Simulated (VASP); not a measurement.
Calculation: optB88-vdW, VASP's PBE PAW potentials (set 64) (plane waves; VASP 6.6.1).

VASP input:

**KPOINTS**
```
k-points along high-symmetry lines
15
Line-mode
Reciprocal
  0.000000   0.000000   0.000000 ! GAMMA
  0.500000   0.000000   0.500000 ! X

  0.500000   0.000000   0.500000 ! X
  0.625000   0.250000   0.625000 ! U

  0.375000   0.375000   0.750000 ! K
  0.000000   0.000000   0.000000 ! GAMMA

  0.000000   0.000000   0.000000 ! GAMMA
  0.500000   0.500000   0.500000 ! L

  0.500000   0.500000   0.500000 ! L
  0.500000   0.250000   0.750000 ! W

  0.500000   0.250000   0.750000 ! W
  0.500000   0.000000   0.500000 ! X
```

File POSCAR:
```
KCl
1
    0.0000000000     3.1233980303     3.1233980303
    3.1233980303     0.0000000000     3.1233980303
    3.1233980303     3.1233980303     0.0000000000
K Cl
1 1
Direct
  0.0000000000   0.0000000000   0.0000000000
  0.5000000000   0.5000000000   0.5000000000
```

INCAR:
```
SYSTEM = KCl
PREC = Accurate
ENCUT = 520
EDIFF = 1E-7
NELM = 100
ALGO = Normal
LREAL = .FALSE.
LASPH = .TRUE.
ISMEAR = 0
SIGMA = 0.05
GGA = BO
PARAM1 = 0.1833333333
PARAM2 = 0.22
LUSE_VDW = .TRUE.
AGGAC = 0.0
LWAVE = .FALSE.
LCHARG = .FALSE.
LORBIT = 11
ICHARG = 11
```

POTCAR, in this order: K_sv Cl (PBE.64 set). Program: vasp_std. Read from the step before: CHGCAR.

Output

### OSZICAR
```
       N       E                     dE             d eps       ncg     rms          rms(c)
DAV:   1     0.110102811963E+03    0.11010E+03   -0.73759E+03  2160   0.120E+03
DAV:   2     0.446377903999E+01   -0.10564E+03   -0.97065E+02  2648   0.279E+02
DAV:   3    -0.243865242519E+01   -0.69024E+01   -0.68478E+01  2828   0.652E+01
DAV:   4    -0.271565982240E+01   -0.27701E+00   -0.27671E+00  3772   0.119E+01
DAV:   5    -0.271780945188E+01   -0.21496E-02   -0.21496E-02  2792   0.991E-01
DAV:   6    -0.271786120463E+01   -0.51753E-04   -0.51752E-04  3284   0.120E-01
DAV:   7    -0.271786191292E+01   -0.70829E-06   -0.70829E-06  3048   0.156E-02
DAV:   8    -0.271786192719E+01   -0.14262E-07   -0.14276E-07  2592   0.210E-03
   1 F= -.27178619E+01 E0= -.27178619E+01  d E =-.525768E-11
```

### OUTCAR
```
 val. band max:       -1.9393823936   @ k =   0.0000   0.0000   0.0000

 cond. band min:       3.2052534382   @ k =   0.0000   0.0000   0.0000



 k-point     1 :       0.0000    0.0000    0.0000
  band No.  band energies     occupation
      1     -29.0416      2.00000
      2     -14.0677      2.00000
      3     -12.5520      2.00000
      4     -12.5520      2.00000
      5     -12.5520      2.00000
      6      -1.9394      2.00000
      7      -1.9394      2.00000
      8      -1.9394      2.00000
      9       3.2053      0.00000
     10       6.3581      0.00000
     11       6.3581      0.00000
     12       6.3581      0.00000

 k-point     2 :       0.0357    0.0000    0.0357
  band No.  band energies     occupation
      1     -29.0414      2.00000
      2     -14.0715      2.00000
      3     -12.5528      2.00000
      4     -12.5528      2.00000
      5     -12.5462      2.00000
      6      -1.9678      2.00000
      7      -1.9434      2.00000
      8      -1.9434      2.00000
      9       3.2497      0.00000
     10       6.3173      0.00000
     11       6.3926      0.00000
     12       6.3926      0.00000

 k-point     3 :       0.0714    0.0000    0.0714
  band No.  band energies     occupation
      1     -29.0408      2.00000
      2     -14.0818      2.00000
      3     -12.5550      2.00000
      4     -12.5550      2.00000
      5     -12.5301      2.00000
      6      -2.0468      2.00000
      7      -1.9549      2.00000
      8      -1.9549      2.00000
      9       3.3768      0.00000
     10       6.2028      0.00000
     11       6.4955      0.00000
     12       6.4955      0.00000

 k-point     4 :       0.1071    0.0000    0.1071
  band No.  band energies     occupation
      1     -29.0399      2.00000
      2     -14.0957      2.00000
      3     -12.5587      2.00000
      4     -12.5587      2.00000
      5     -12.5080      2.00000
      6      -2.1604      2.00000
      7      -1.9729      2.00000
...
```

The density is held fixed in this step, so its total energy and stress have no physical meaning.

The compound is KCl in the rock salt structure. It was relaxed first.
